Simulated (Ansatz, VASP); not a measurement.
## Al: VASP beside Ansatz

Aim: how closely do two programs agree when they are given the same cell, functional and k mesh? The cell is taken from a series of runs on this material, whose earlier steps may have relaxed, scaled, displaced or heated it; both programs get it as it stands.

Program: Ansatz 0.2.0. Level of theory: plane waves, with VASP 6.6.1 beside it; single point at PBEsol. Results are calculated unless marked as measured.

## (1) The starting structure

The cell holds 3 atoms: 3 Al. Its edges and angles: a = 2.857 Å, b = 2.857 Å, c = 17.665 Å, α = 90.0°, β = 90.0°, γ = 120.0°. It derives from Al. Vacuum lies along c.

## (2) VASP: single point, PBEsol

A single point gives forces, pressure and levels at one fixed geometry, so differences don't come from the geometry; what else differs is listed under the comparison.

Lines of VASP's logs that name or quote its potential files are left out, and so is its time.

Input file INCAR:

```
SYSTEM = Al
PREC = Accurate
ENCUT = 400
EDIFF = 1E-06
NELM = 120
ISMEAR = 0
SIGMA = 0.1
LREAL = .FALSE.
ALGO = Normal
GGA = PS
NBANDS = 10
LORBIT = 11
LWAVE = .FALSE.
LCHARG = .FALSE.
ISIF = 2
LDIPOL = .TRUE.
IDIPOL = 3
DIPOL = 0.5 0.5 0.5
LVHAR = .TRUE.
LASPH = .TRUE.
GGA_COMPAT = .FALSE.
NELMDL = -8
```

Input file POSCAR:

```
Al
1.0
    2.8567100000      0.0000000000      0.0000000000
   -1.4283600000      2.4739800000      0.0000000000
    0.0000000000      0.0000000000     17.6649900000
Al
3
Direct
    0.0000006667      0.0000003333      0.3679590000
    0.3333340000      0.6666670000      0.5000000000
    0.6666673333      0.3333336667      0.6320410000
```

Input file KPOINTS:

```
Automatic mesh
0
Gamma
9 9 1
0 0 0
```

The projector-augmented-wave data sets are Al (PBE family, release 64).

Started as:

```
> mpirun -np 1 vasp_std
```

Numbers of over 12 decimals in the logs are rounded to 6 here.

The log of the run:

```text
[banner, memory and clock lines left out]
running    1 mpi-ranks, on    1 nodes
 distrk:  each k-point on    1 cores,    1 groups
 distr:  one band on    1 cores,    1 groups

 POSCAR found type information on POSCAR Al
 POSCAR found :  1 types and       3 ions
|                                                                             |
|               ----> ADVICE to this user running VASP <----                  |
|                                                                             |
|     You enforced a specific xc type in the INCAR file but a different       |
|     [... a line on the potential file left out ...]
|     I HOPE YOU KNOW WHAT YOU ARE DOING!                                     |
|                                                                             |

 LDA part: xc-table for (Slater+PW92), standard interpolation
 POSCAR, INCAR and KPOINTS ok, starting setup
 FFT: planning ... GRIDC
 FFT: planning ... GRID_SOFT
 FFT: planning ... GRID
 WAVECAR not read
 entering main loop
       N       E                     dE             d eps       ncg     rms          rms(c)
DAV:   1     0.159949432129E+02    0.15995E+02   -0.27199E+03   240   0.502E+02
DAV:   2    -0.111426189762E+02   -0.27138E+02   -0.25724E+02   342   0.811E+01
DAV:   3    -0.119059749245E+02   -0.76336E+00   -0.75529E+00   308   0.145E+01
DAV:   4    -0.119257924721E+02   -0.19818E-01   -0.19807E-01   368   0.293E+00
DAV:   5    -0.119260170062E+02   -0.22453E-03   -0.22453E-03   326   0.339E-01
DAV:   6    -0.119260351566E+02   -0.18150E-04   -0.18150E-04   362   0.835E-02
DAV:   7    -0.119260356765E+02   -0.51999E-06   -0.52007E-06   358   0.119E-02
DAV:   8    -0.119260357021E+02   -0.25565E-07   -0.25476E-07   224   0.284E-03    0.269E+00
DAV:   9    -0.114739468061E+02    0.45209E+00   -0.22081E+00   260   0.476E+00    0.148E+00
DAV:  10    -0.114063460192E+02    0.67601E-01   -0.14100E-01   280   0.172E+00    0.744E-01
DAV:  11    -0.113773451874E+02    0.29001E-01   -0.51610E-02   264   0.912E-01    0.230E-01
DAV:  12    -0.113745109553E+02    0.28342E-02   -0.52290E-03   306   0.360E-01    0.134E-01
DAV:  13    -0.113733296842E+02    0.11813E-02   -0.16319E-03   262   0.189E-01    0.447E-02
DAV:  14    -0.113730688310E+02    0.26085E-03   -0.14411E-03   282   0.128E-01    0.350E-02
DAV:  15    -0.113730593555E+02    0.94755E-05   -0.65433E-04   268   0.105E-01    0.305E-02
DAV:  16    -0.113736444543E+02   -0.58510E-03   -0.19573E-04   272   0.564E-02    0.255E-02
DAV:  17    -0.113737188663E+02   -0.74412E-04   -0.16858E-05   284   0.187E-02    0.144E-02
DAV:  18    -0.113740990942E+02   -0.38023E-03   -0.41552E-05   250   0.233E-02    0.138E-02
DAV:  19    -0.113740915721E+02    0.75221E-05   -0.69904E-07   238   0.501E-03    0.473E-03
DAV:  20    -0.113741298527E+02   -0.38281E-04   -0.45564E-06   254   0.642E-03    0.135E-03
DAV:  21    -0.113741362418E+02   -0.63891E-05   -0.36278E-07   240   0.201E-03    0.286E-04
DAV:  22    -0.113741366989E+02   -0.45711E-06   -0.12915E-08   222   0.571E-04
   1 F= -.11374137E+02 E0= -.11364633E+02  d E =-.190083E-01
```

OUTCAR, selected parts (step 2):

```text
ion  position               nearest neighbor table
   1  0.000  0.000  0.368-   2 2.86   2 2.86   2 2.86
   2  0.333  0.667  0.500-   1 2.86   3 2.86   1 2.86   3 2.86   3 2.86   1 2.86
   3  0.667  0.333  0.632-   2 2.86   2 2.86   2 2.86

  LATTYP: Found a hexagonal cell.
 ALAT       =     2.8567100000
 C/A-ratio  =     6.1836833280

 Subroutine GETGRP returns: Found 12 space group operations
 (whereof  6 operations were pure point group operations)

The static configuration has the point symmetry C_3v.
 The point group associated with its full space group is D_3d.

 Found     12 irreducible k-points:

   k-points           NKPTS =     12   k-points in BZ     NKDIM =     12   number of bands    NBANDS=     10

   dimension x,y,z NGX =    20 NGY =   20 NGZ =  120
   dimension x,y,z NGXF=    40 NGYF=   40 NGZF=  240

   ENCUT  =  400.0 eV  29.40 Ry    5.42 a.u.   4.66  4.66 28.81*2*pi/ulx,y,z

   NELECT =       9.0000    total number of electrons

 k-points in reciprocal lattice and weights: Automatic mesh
   0.00000000  0.00000000  0.00000000       0.012
   0.11111111  0.00000000  0.00000000       0.074
   0.22222222  0.00000000  0.00000000       0.074
   0.33333333  0.00000000  0.00000000       0.074
   0.44444444  0.00000000  0.00000000       0.074
   0.11111111  0.11111111  0.00000000       0.074
   0.22222222  0.11111111  0.00000000       0.148
   0.33333333  0.11111111  0.00000000       0.148
   0.44444444  0.11111111  0.00000000       0.074
   0.22222222  0.22222222  0.00000000       0.074
   0.33333333  0.22222222  0.00000000       0.148
   0.33333333  0.33333333  0.00000000       0.025

 dipolmoment           0.000000      0.000000     -0.000000 electrons x Angstroem

 average (electrostatic) potential at core
       1 -79.4892       2 -79.4551       3 -79.4892

 E-fermi :   0.8634

 k-point     1 :       0.0000    0.0000    0.0000
  band No.  band energies     occupation
      1      -9.7384      2.00000
      2      -8.0334      2.00000
      3      -5.3893      2.00000
      4      -2.2863      2.00000
      5       1.2128      0.00000
      6       3.8421      0.00000
      7       4.5746      0.00000
      8       6.4497      0.00000
      9       6.5670      0.00000
    ...

 k-point     2 :       0.1111    0.0000    0.0000
  band No.  band energies     occupation
      1      -9.4411      2.00000
      2      -7.7384      2.00000
      3      -5.0951      2.00000
      4      -2.0058      2.00000
      5       1.4916      0.00000
      6       4.1251      0.00000
      7       4.8723      0.00000
      8       6.7084      0.00000
      9       6.8479      0.00000
    ...

 k-point     3 :       0.2222    0.0000    0.0000
  band No.  band energies     occupation
      1      -8.5529      2.00000
      2      -6.8573      2.00000
      3      -4.2188      2.00000
      4      -1.1667      2.00000
      5       2.2815      0.00000
      6       4.2305      0.00000
      7       5.1098      0.00000
      8       5.7814      0.00000
      9       5.8745      0.00000
    ...

  Total       -1.6283760     -1.6283715      0.2581410      0.0000033      0.0000000      0.0000000
  in kB      -20.8972699    -20.8972119      3.3127743      0.0000422      0.0000000      0.0000000
  external PRESSURE =     -12.8272358 kB  Pullay stress =       0.0000000 kB

  energy-cutoff  :      400.00
  volume of cell :      124.85
      direct lattice vectors                 reciprocal lattice vectors
     2.856710000  0.000000000  0.000000000     0.350053033  0.202104201  0.000000000
    -1.428360000  2.473980000  0.000000000     0.000000000  0.404206986  0.000000000
     0.000000000  0.000000000 17.664990000     0.000000000  0.000000000  0.056609146

 POSITION                                       TOTAL-FORCE (eV/Angst)
 -----------------------------------------------------------------------------------
      0.00000      0.00000      6.49999        -0.000000      0.000000     -0.056990
     -0.00000      1.64932      8.83249         0.000000      0.000000     -0.000000
      1.42835      0.82466     11.16500         0.000000      0.000000      0.056990
 -----------------------------------------------------------------------------------
    total drift:                                0.000092      0.000053     -0.000035

  FREE ENERGIE OF THE ION-ELECTRON SYSTEM (eV)
  ---------------------------------------------------
  free  energy   TOTEN  =       -11.3741366989 eV

  energy  without entropy=      -11.3551284234  energy(sigma->0) =      -11.36463256

 vacuum level on the upper side and lower side of the slab         4.789         4.789

 total charge
# of ion       s       p       d       tot
------------------------------------------
    1        0.455   0.308   0.000   0.763
    2        0.430   0.343   0.000   0.774
    3        0.455   0.308   0.000   0.763
--------------------------------------------------
tot          1.340   0.960   0.000   2.300

[... 3 further parts left out ...]
```

The run ends at a pressure of -1.28 GPa, with forces up to 0.057 eV/Å.

## (3) Ansatz: single point, PBEsol

Ansatz runs on its PAW soft_1 files.

The same cell, functional, mesh and smearing now go to Ansatz, which takes its cutoff from its data sets.

Input file input.yaml:

```yaml
crystal:
  lattice:
    - [2.85671, 0.0, 0.0]
    - [-1.42836, 2.47398, 0.0]
    - [0.0, 0.0, 17.66499]
  atoms:
    - { symbol: Al, position: [0.0, 0.0, 0.367959] }
    - { symbol: Al, position: [0.333333, 0.666667, 0.5] }
    - { symbol: Al, position: [0.666667, 0.333333, 0.632041] }
  periodic: [true, true, false]
kpoints:
  mp_grid: { grid: [9, 9, 1] }
hamiltonian:
  xc: pbesol
  pseudopotentials: { kind: paw, azcp: { folder: soft_1 }, xc_functional: pbe }
scf:
  occupations: { method: gaussian, width: 0.1 }
output:
  forces: true
  stress: true
  eigenvalues: true
```

Started as:

```
> ansatz run input.yaml --threads 4 --pin off --max-ram 16384MiB --backend cpu --events-out ev --progress --plain --runs-dir out
```

The log of the run:

```text
Warning: crystal.periodic: the lattice vector that does not repeat stood 0.000° off the slab's normal, 17.665 Å along it as the deck builds it. The run solves the slab on a vector along the normal, 33.130 Å long, with every atom where it was (on the deck's vector they left 13.00 Å outside them, and the widest stretch free of ions among them is 2.33 Å). A fractional position that the run reports is one of the run's ce [...]
Warning: the atoms were moved onto the symmetric positions of the space group found under crystal.symmetry.tolerance 1.0e-5 (fractional; no operation is sought that the atoms, as they stand in a round, miss by more than twice it, and no atom is moved by as much as it), and the run uses the moved positions. Before a round's move an operation carried an atom to 3.30e-6 Å from where it should land, the largest such dist [...]
crystal.periodic: the lattice vector that does not repeat stood 0.000° off the slab's normal, 17.665 Å along it as the deck builds it. The run solves the slab on a vector along the normal, 33.130 Å long, with every atom where it was (on the deck's vector they left 13.00 Å outside them, and the widest stretch free of ions among them is 2.33 Å). A fractional position that the run reports is one of the run's cell, which [...]
Engine: ansatz 0.2.0, aarch64-unknown-linux-gnu
Pseudopotentials: kind: paw
Pseudopotential: Al, paw, valence charge 3, recommended cutoff 420 eV (normal), soft_1/Al.paw.azcp
Functional definition: PBEsol
  exchange = pbesol_x
  correlation = pbesol_c
Crystal: 3 atoms, lattice volume = 234.144 Å³
Basis set: ecut = 420 eV, 4611 PW (Γ), exchange–correlation on 40×40×450 points (8 copies of the dense FFT grid, shifted against one another)
Bands: 9, of which v1, the nominal top of the filled ones, is band 5 counted from 1 (4 counted from 0)
Symmetry: 12 space group operations
Space group: P-3m1 (ITA 164), of the structure as read, at distance tolerance 6.2e-5 Å
k-points: 12 of 81
Non-local potential: Al, projectors of the file, l = 0: 2, l = 1: 2, l = 2: 1
PAW form: soft (Blöchl's): semilocal exchange-correlation on the pseudo side does not see the compensation charge
PAW frozen core: Al, regenerated for the run's functional, and the local potential with it (the file was generated under x = pbe(κ = 0.804, μ = 0.219515), c = pbe(β = 0.066725))
PAW one-centre angular grid: Al, 110 points (default); XC on 64 Gauss nodes
Initial density: superposition of atomic densities (neutral atoms: chi_scale 0, normalization atom)
Initial wavefunctions: pseudopotential atomic-orbital guess
Functional: x = pbesol(κ = 0.804, μ = 0.123457), c = pbesol(β = 0.046)
SCF iter   1: F=—  HF=-1573.311703 eV  |F-HF|=—  |Δ(HF+E_count)|=         —  Δρ=1.40e-2  dr2=3.20e0  ethr=3.10e-3  ⟨swp⟩=12.7  Hψ=1476  notcnv=0
preconditioner: auto → LDOS  [metal: Δε(μ)=0.007 eV  Ē_g=7.412 eV  σ=0.100 eV  W_gap=0.04  n_scr=16 (ndim 8)  ℏωp=7.3 eV  f_vac=0.676  D(μ)=5.61/eV (n_scr^D=20)  β→1.0]
SCF iter   2: F=—  HF=-1572.770265 eV  |F-HF|=—  |Δ(HF+E_count)|=   5.41e-1  Δρ=7.73e-3  dr2=2.53e-1  ethr=3.10e-3  ⟨swp⟩=3.9  Hψ=324  notcnv=0  defer=5
SCF iter   3: F=—  HF=-1572.755911 eV  |F-HF|=—  |Δ(HF+E_count)|=   1.44e-2  Δρ=2.46e-3  dr2=1.34e-1  ethr=2.81e-3  ⟨swp⟩=3.3  Hψ=217  notcnv=0  defer=5
SCF iter   4: F=—  HF=-1572.745518 eV  |F-HF|=—  |Δ(HF+E_count)|=   1.04e-2  Δρ=9.78e-4  dr2=1.16e-2  ethr=1.48e-3  ⟨swp⟩=2.3  Hψ=152  notcnv=0  defer=5
SCF iter   5: F=—  HF=-1572.744605 eV  |F-HF|=—  |Δ(HF+E_count)|=   9.13e-4  Δρ=3.52e-4  dr2=9.65e-4  ethr=1.28e-4  ⟨swp⟩=2.2  Hψ=218  notcnv=0  defer=4
SCF iter   6: F=—  HF=-1572.744593 eV  |F-HF|=—  |Δ(HF+E_count)|=   1.21e-5  Δρ=6.43e-5  dr2=1.68e-5  ethr=1.07e-5  ⟨swp⟩=3.2  Hψ=192  notcnv=0  defer=4
SCF iter   7: F=—  HF=-1572.744603 eV  |F-HF|=—  |Δ(HF+E_count)|=   1.05e-5  Δρ=1.21e-5  dr2=1.70e-6  ethr=1.87e-7  ⟨swp⟩=3.6  Hψ=226  notcnv=0  defer=4
SCF iter   8: F=-1572.744603 eV  HF=-1572.744603 eV  |F-HF|=5.34e-8  |Δ(HF+E_count)|=   2.04e-7  Δρ=2.67e-6  dr2=2.87e-8  ethr=1.11e-9  ⟨swp⟩=12.1  Hψ=1020  notcnv=0
SCF 1 converged in 8 iterations: F = -1572.744603 eV  dr2 = 2.87e-8
  greatest PAW one-centre occupation: 0.469 electrons in one spin orbital (limit 2), on the Al atom at site 2 (counted from 0), in its partial waves of l = 0
SCF converged after 8 iterations
Free energy (F): -1572.744603 eV
Harris-Foulkes:  -1572.744603 eV  (|F-HF|=5.34e-8)
Internal energy: -1572.725518 eV  (E = F + TS)
E sigma→0 (E₀):  -1572.735061 eV
Entropy (-TS):   -0.019085 eV (-6.362 meV/atom)
Fermi energy:    -3.925902 eV
--- Per-component energies (eV) ---
  E_band       = -72.493586
  E_kinetic    = 64.258958
  E_local      = -6166.847258  (includes V_loc(G=0)·N_el)
  E_nonlocal   = 30.532700
  E_hartree    = 3047.484042
  E_xc         = -110.011207
  E_vxc        = -85.131372  (∫ρ·V_xc dr)
  E_paw        = -1370.035403  (= ΣΔE_a)
  E_vpaw       = -10.282540  (= ΣTr[D̂ρ^β])
  E_aug_tail   = -0.000008  (compensation charges beyond the density's cutoff)
  E_ewald      = 2931.835241
  E_core_change = 0.057417  (= ΣΔE_core)
  E_smearing   = -0.019085  (= −TS)
  E_closure    = 0.000000  (closes the sum)
  Σ components = -1572.744603   (vs F -1572.744603, Δ=0.00e0)
--- Forces (eV/Å), atoms counted from 1 ---
  atom   1  Al    -0.00000000     0.00000000    -0.05354419
  atom   2  Al     0.00000000    -0.00000000     0.00000000
  atom   3  Al     0.00000000    -0.00000000     0.05354419
  max |Σ_I F_I| component: 2.08e-17 eV/Å
--- 2D stress c σ (N/m, compression-positive) ---
       -3.724963      -0.000000      -0.000000
       -0.000000      -3.724963      -0.000000
        0.000000       0.000000       0.000000
  P = ½ c Tr σ = -3.7250 N/m
--- Band table (eV; the first three rows and the last of 12) ---
  k-point 0: bands = ["-14.5184", "-12.8156", "-10.1746", "-7.0688", "-3.5744", "-1.0007 (-1.0011°)", "-0.0661 (-0.1099°)", "0.4376", "0.9605"]
  k-point 1: bands = ["-14.2213", "-12.5207", "-9.8804", "-6.7887", "-3.2959", "-0.7156 (-0.7160°)", "0.2313 (0.1890°)", "0.7319", "1.2569"]
  k-point 2: bands = ["-13.3340", "-11.6403", "-9.0041", "-5.9507", "-2.5068", "-0.5653 (-0.5653°)", "0.2702 (0.2697°)", "1.0598", "1.1467"]
  k-point 11: bands = ["-6.7589", "-6.7589", "-6.6756", "-5.6011", "-4.8329", "-4.8329", "-2.3635", "-2.3635", "-2.0185"]
  ° read free of the cell's end (the report's vacuum.weakly_bound_levels)
```

The column dr2 measures how far the density is from self-consistency, as an energy; F and HF (Harris–Foulkes) agree once it is small.

## (4) Differences

Known differences besides the potentials themselves: Ansatz cuts the interaction across the vacuum, VASP repeats the sheet with a dipole correction; the cutoff is 420 eV in Ansatz and 400 eV in VASP; Ansatz makes its cores anew for this functional, VASP keeps those of its PBE data sets. Total energies have different zeros and are not compared.

Forces (eV/Å; atoms numbered as in POSCAR):

```
atom        Ansatz x, y, z          VASP x, y, z
 Al1  0.000, 0.000, -0.054  0.000, 0.000, -0.057
 Al2   0.000, 0.000, 0.000   0.000, 0.000, 0.000
 Al3   0.000, 0.000, 0.054   0.000, 0.000, 0.057
```

The forces differ by 1.6 meV/Å r.m.s., which is 6.0 % of the r.m.s. force of 0.027 eV/Å (both taken over all components). With vacuum in the cell, a pressure given here is an average over mostly empty space and none of the material.

## (5) Summary of results

| Quantity | Value |
| --- | --- |
| r.m.s. force difference (single point, PBEsol) | 1.6 meV/Å |

**Reading.** The r.m.s. force difference is 1.6 meV/Å (single point, PBEsol), within the 12 meV/Å picked in this series as the mark of a large difference. How closely two codes agree says nothing of how well the functional describes the real material.

[Lines on the potential files, build, host, timing and source positions are cut from VASP's logs without a mark.]

[Logs are printed without paths, hosts, clocks, repeated set-up lines and the standing remarks that a program may print on its own settings, such as how far it seeks lower states.]

[Hosts, paths, dates, database ids (printed as entryN), source tags and the programs' standing remarks are cut or masked in the printed files.]
